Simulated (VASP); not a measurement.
```
Ag
1.0
    0.00000     2.06798     2.06798
    2.06798     0.00000     2.06798
    2.06798     2.06798     0.00000
Ag
1
Direct
  0.00000   0.00000   0.00000
```

These are rev-vdW-DF2, VASP's PBE PAW potentials (set 64) (plane waves; VASP 6.6.1) values and carry that method's errors. Numerical set-up: 520 eV cut-off, 15×15×15 Γ-centred mesh, first-order Methfessel-Paxton smearing of 0.10 eV, potentials Ag.

### Question
Predict the energy per atom (σ→0), pressure, band gap (on the k-mesh) with the smallest direct gap where there is one.

### Answer

- band gap (on the k-mesh) = none (metal, semimetal or under 0.01 eV)
- energy per atom (σ→0) = -58 meV/atom
- pressure = -28.9 kbar

The absolute energy has meaning only against runs of the same code, potentials and settings.

The compound is Ag in the fcc structure. This cell is one point of a volume scan, at 1.03 of the reference volume.
